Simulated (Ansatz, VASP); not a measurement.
**Two plane-wave programs on MoPd**

INCAR

```
SYSTEM = MoPd
PREC     = Accurate       ! precision mode
ENCUT    = 520            ! plane-wave cutoff, eV
EDIFF    = 1E-6           ! SCF threshold, eV
ISMEAR   = 1              ! smearing method
SIGMA    = 0.1            ! smearing width, eV
LREAL    = .False.        ! projectors in reciprocal space
LASPH    = .True.         ! aspherical terms in the spheres
NELM     = 100            ! most SCF steps
ALGO     = Normal         ! electronic algorithm
ISIF     = 2              ! what is computed and relaxed
LWAVE    = .False.        ! write WAVECAR
LCHARG   = .False.        ! write CHGCAR
GGA      = CA             ! functional
NBANDS   = 19             ! bands
```

The input KPOINTS:

```
regular mesh
0
Gamma
  9 9 5
  0 0 0
```

The input POSCAR:

```
MoPd
1.0
    2.7433165972      0.0000000000      0.0000000000
   -1.3716582986      2.3757819507      0.0000000000
    0.0000000000      0.0000000000      4.4837035285
Mo Pd
1 1
Direct
    0.6666666667      0.3333333333      0.5000000000
    0.3333333333      0.6666666667      0.0000000000
```

Input for Ansatz:

```yaml
crystal:
  lattice:
    - [2.743316597230093, 0.0, 0.0]
    - [-1.3716582986150465, 2.375781950691427, 0.0]
    - [0.0, 0.0, 4.483703528481438]
  atoms:
    - { symbol: Mo, position: [0.6666666666666666, 0.3333333333333333, 0.5] }
    - { symbol: Pd, position: [0.3333333333333333, 0.6666666666666666, 0.0] }
basis:
  ecutwfc: 500.0
kpoints:
  mp_grid:
    grid: [9, 9, 5]
hamiltonian:
  xc: lda
scf:
  occupations:
    method: cold
    width: 0.1
output:
  stress: true
```

The cell comes from a database or a generator and needn't be the stable form of this composition.

Alike in both runs: task single point; functional LDA; k mesh 9 × 9 × 5; no spin polarisation.

```csv
,VASP,Ansatz
version,VASP 6.6.1,Ansatz 0.2.0
potentials or method,"VASP PAW LDA potentials, release 64 (Mo_sv, Pd)","plane waves, PAW"
plane-wave cutoff (eV),520,500
occupations,"methfessel-paxton of order 1, width 0.1 eV","cold, width 0.1 eV"
valence electrons in the cell,24,32
```

|  | VASP | Ansatz | Ansatz less VASP |
| --- | --- | --- | --- |
| pressure (GPa) | -2.5 | -3.3 | -0.73 |
| largest component of the traceless stress (GPa) | 0.88 | 0.50 | -0.374 |

The two sets of potentials don't hold the same shells in valence.
